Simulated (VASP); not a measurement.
A VASP calculation is set up with these files.

**KPOINTS**
```
Regular mesh
0
gamma
4 4 4
0 0 0
```

**INCAR**
```
SYSTEM = Hf3N4
PREC = Accurate; ENCUT = 280; LREAL = Auto
LASPH = .TRUE.
EDIFF = 1E-6; NELM = 100; ALGO = Normal
LMAXMIX = 6
ISMEAR = -1; SIGMA = 0.05
GGA = PE
ISIF = 2
LWAVE = .FALSE.; LCHARG = .FALSE.
```

### POSCAR
```
Hf3N4
1
   -3.3417700000     3.3417700000     3.3417700000
    3.3417700000    -3.3417700000     3.3417700000
    3.3417700000     3.3417700000    -3.3417700000
Hf N
6 8
Direct
  0.8750000000   0.2500000000   0.1250000000
  0.7500000000   0.3750000000   0.6250000000
  0.6250000000   0.7500000000   0.3750000000
  0.2500000000   0.1250000000   0.8750000000
  0.1250000000   0.8750000000   0.2500000000
  0.3750000000   0.6250000000   0.7500000000
  0.5000000000   0.0000000000   0.6336600000
  0.0000000000   0.1336600000   0.5000000000
  0.8663400000   0.8663400000   0.8663400000
  0.1336600000   0.5000000000   0.0000000000
  0.0000000000   0.6336600000   0.5000000000
  0.5000000000   0.0000000000   0.1336600000
  0.6336600000   0.5000000000   0.0000000000
  0.3663400000   0.3663400000   0.3663400000
```

POTCAR, in this order: Hf_pv N (PBE.64 set). Program: vasp_std.

Question: Translate this PBE calculation to Ansatz.

Answer: One equivalent input (not run):
Ansatz 0.2 input:
```yaml
crystal:
  lattice:
    - [-3.3417700, 3.3417700, 3.3417700]
    - [3.3417700, -3.3417700, 3.3417700]
    - [3.3417700, 3.3417700, -3.3417700]
  atoms:
    - { symbol: Hf, position: [0.8750000, 0.2500000, 0.1250000] }
    - { symbol: Hf, position: [0.7500000, 0.3750000, 0.6250000] }
    - { symbol: Hf, position: [0.6250000, 0.7500000, 0.3750000] }
    - { symbol: Hf, position: [0.2500000, 0.1250000, 0.8750000] }
    - { symbol: Hf, position: [0.1250000, 0.8750000, 0.2500000] }
    - { symbol: Hf, position: [0.3750000, 0.6250000, 0.7500000] }
    - { symbol: N, position: [0.5000000, 0.0000000, 0.6336600] }
    - { symbol: N, position: [0.0000000, 0.1336600, 0.5000000] }
    - { symbol: N, position: [0.8663400, 0.8663400, 0.8663400] }
    - { symbol: N, position: [0.1336600, 0.5000000, 0.0000000] }
    - { symbol: N, position: [0.0000000, 0.6336600, 0.5000000] }
    - { symbol: N, position: [0.5000000, 0.0000000, 0.1336600] }
    - { symbol: N, position: [0.6336600, 0.5000000, 0.0000000] }
    - { symbol: N, position: [0.3663400, 0.3663400, 0.3663400] }
kpoints:
  mp_grid: { grid: [4, 4, 4] }
hamiltonian:
  xc: pbe
  pseudopotentials: { kind: paw }
scf:
  occupations: { method: fermi_dirac, width: 0.05 }
  max_iter: 100
output: { forces: true, stress: true, eigenvalues: true }
```
Limits of the translation: each code has its own PAW files, so the cut-off isn't converted (ENCUT is set for VASP's; basis.ecutwfc is left out, and Ansatz then takes the one that its files recommend); Ansatz stops its SCF on the density residual and VASP on the energy change (EDIFF).

The structure comes from a computed database's Hf3N4 entry, a phase known from measurement. The cell was not relaxed at this level. The run is one of a series of settings (ENCUT = 280, KPOINTS 4×4×4 Γ-centred mesh against the base run), some of them coarse on purpose.
